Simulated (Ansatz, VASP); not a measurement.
One calculation of CdBr, two programs

```
Cd Br
1.0
     0.00000    3.07239    3.07239
     3.07239    0.00000    3.07239
     3.07239    3.07239    0.00000
Cd Br
1 1
Cartesian
  0.0000 0.0000 0.0000
  3.0724 3.0724 3.0724
```

The cell was built by a generator and needn't be a form met in nature.

Alike in both runs: task relaxation of cell and atoms; functional revPBE; k mesh 8 × 8 × 8; occupations fermi-dirac, width 0.05 eV; no spin polarisation.

```csv
,VASP,Ansatz
version,VASP 6.6.1,Ansatz 0.2.0
potentials or method,"VASP PAW PBE potentials, release 64 (Cd, Br)",Ansatz PAW
plane-wave cutoff (eV),600,420
valence electrons in the cell,19,27
```

Ansatz gave:

| Property | Result |
| --- | --- |
| gap on the k mesh at the Fermi level, each at its own relaxed structure (eV) | none |
| relaxed volume (Å³/atom) | 31.95 |
| relaxed cell length with the largest relative difference (Å) | 4.488 |
| energy change over the relaxation (meV/atom) | -21 |

Q: What did VASP give for the same quantities?

A: gap on the k mesh at the Fermi level, each at its own relaxed structure (eV): none; relaxed volume (Å³/atom): 31.99; relaxed cell length with the largest relative difference (Å): 4.490; energy change over the relaxation (meV/atom): -22.

A gap of «none» marks a metal or a gap that the smearing closes. The two sets of potentials don't hold the same shells in valence.

Caveats: an odd number of electrons without spin polarisation forces a metal; a magnetic or distorted state may lie lower; the PAW data sets were made with another functional, which shifts forces and pressure a little (VASP); the plane-wave basis is chosen anew once the cell has moved, so the energies of steps on either side of that aren't comparable (Ansatz); the PAW data sets come from PBE, with cores solved anew for the run's functional, which leaves a small shift of forces and pressure (Ansatz).
